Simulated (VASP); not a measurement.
Output of a VASP run:

### OSZICAR
```
       N       E                     dE             d eps       ncg     rms          rms(c)
DAV:   1     0.508563434698E+03    0.50856E+03   -0.25478E+04  1872   0.202E+03
DAV:   2     0.182416343474E+02   -0.49032E+03   -0.48314E+03  2072   0.605E+02
DAV:   3    -0.315186449047E+02   -0.49760E+02   -0.48330E+02  2448   0.191E+02
DAV:   4    -0.332460118172E+02   -0.17274E+01   -0.17246E+01  2264   0.447E+01
DAV:   5    -0.332965912709E+02   -0.50579E-01   -0.50557E-01  2632   0.689E+00    0.906E+01
DAV:   6    -0.665041171856E+02   -0.33208E+02   -0.27029E+02  2240   0.171E+02    0.305E+01
DAV:   7    -0.622557123087E+02    0.42484E+01   -0.26631E+01  2048   0.417E+01    0.152E+01
DAV:   8    -0.624905071869E+02   -0.23479E+00   -0.77885E+00  1840   0.268E+01    0.128E+01
DAV:   9    -0.620170486076E+02    0.47346E+00   -0.22760E+00  1856   0.971E+00    0.553E+00
DAV:  10    -0.620160192468E+02    0.10294E-02   -0.21353E-01  1768   0.459E+00    0.341E+00
DAV:  11    -0.619840346663E+02    0.31985E-01   -0.27044E-01  1824   0.492E+00    0.256E-01
DAV:  12    -0.620446663322E+02   -0.60632E-01   -0.99186E-02  1768   0.306E+00    0.436E-01
DAV:  13    -0.620538606855E+02   -0.91944E-02   -0.10918E-02  1800   0.104E+00    0.290E-01
DAV:  14    -0.620539011087E+02   -0.40423E-04   -0.21077E-03  1768   0.340E-01    0.822E-02
DAV:  15    -0.620535603707E+02    0.34074E-03   -0.52529E-04  2320   0.208E-01    0.439E-02
DAV:  16    -0.620539475102E+02   -0.38714E-03   -0.21770E-04  2032   0.159E-01    0.867E-03
DAV:  17    -0.620539628311E+02   -0.15321E-04   -0.10949E-05  1864   0.365E-02    0.508E-03
DAV:  18    -0.620539634239E+02   -0.59281E-06   -0.29423E-06  1776   0.198E-02    0.336E-03
DAV:  19    -0.620539654042E+02   -0.19803E-05   -0.15717E-06  1728   0.150E-02    0.104E-03
DAV:  20    -0.620539654673E+02   -0.63137E-07   -0.22757E-07  1320   0.504E-03
   1 F= -.62053965E+02 E0= -.62053127E+02  d E =-.251435E-02
```

File OUTCAR:
```
------------------------ aborting loop because EDIFF is reached ----------------------------------------
  FORCE on cell =-STRESS in cart. coord.  units (eV):
  Direction    XX          YY          ZZ          XY          YZ          ZX
  --------------------------------------------------------------------------------------
  Total       -3.6795037     -3.6795037     -3.6795037      0.0000000      0.0000000     -0.0000000
  in kB      -97.6829407    -97.6829407    -97.6829407      0.0000000      0.0000000     -0.0000000
  external PRESSURE =     -97.6829407 kB  Pullay stress =       0.0000000 kB
  volume of cell :       60.35
      direct lattice vectors                 reciprocal lattice vectors
     3.922476663  0.000000000  0.000000000     0.254940969  0.000000000  0.000000000
     0.000000000  3.922476663  0.000000000     0.000000000  0.254940969  0.000000000
     0.000000000  0.000000000  3.922476663     0.000000000  0.000000000  0.254940969
 POSITION                                       TOTAL-FORCE (eV/Angst)
 -----------------------------------------------------------------------------------
      0.00000      0.00000      0.00000         0.000000      0.000000      0.000000
      1.96124      1.96124      1.96124         0.000000      0.000000      0.000000
      1.96124      0.00000      1.96124         0.000000      0.000000      0.000000
      0.00000      1.96124      1.96124         0.000000      0.000000      0.000000
      1.96124      1.96124      0.00000         0.000000      0.000000      0.000000
 -----------------------------------------------------------------------------------
    total drift:                                0.000000      0.000000     -0.000000
  FREE ENERGIE OF THE ION-ELECTRON SYSTEM (eV)
  ---------------------------------------------------
  free  energy   TOTEN  =       -62.0539654673 eV

  energy  without entropy=      -62.0514511200  energy(sigma->0) =      -62.05312735
```
(Selected blocks of OUTCAR.)

**POSCAR**
```
SrVO3
1
    3.9224766627     0.0000000000     0.0000000000
    0.0000000000     3.9224766627     0.0000000000
    0.0000000000     0.0000000000     3.9224766627
Sr V O
1 1 3
Direct
  0.0000000000   0.0000000000   0.0000000000
  0.5000000000   0.5000000000   0.5000000000
  0.5000000000   0.0000000000   0.5000000000
  0.0000000000   0.5000000000   0.5000000000
  0.5000000000   0.5000000000   0.0000000000
```

### Question
Reconstruct the remaining input files.

### Answer
This is not unique; one that fits is the input of the run itself, TPSS meta-GGA, plane waves, VASP's PBE PAW potentials (set 64).

KPOINTS:
```
Automatic mesh
0
Gamma
8 8 8
0 0 0
```

INCAR:
```
ISIF = 2   ! forces and stress, cell fixed
SYSTEM = SrVO3
ALGO = Normal   ! blocked Davidson
LREAL = .False.   ! projection in real space or not
METAGGA = TPSS
ENCUT = 520
PREC = Accurate
NELM = 100   ! most electronic steps
EDIFF = 1E-7   ! SCF stop (eV)
SIGMA = 0.1
LASPH = .True.   ! aspherical one-centre terms
LWAVE = .False.
LCHARG = .False.
LMAXMIX = 4   ! l cut-off of mixed one-centre charges
ISMEAR = 1
LMIXTAU = .True.
```

POTCAR, in this order: Sr_sv V_sv O (PBE.64 set). Program: vasp_std.

The compound is SrVO3 in the cubic perovskite structure. This cell is one point of a volume scan, at 1.06 of the reference volume. The run is not spin-polarised, so no magnetic state was tried. The electron count is odd and the run is not spin-polarised, which forces a metal.
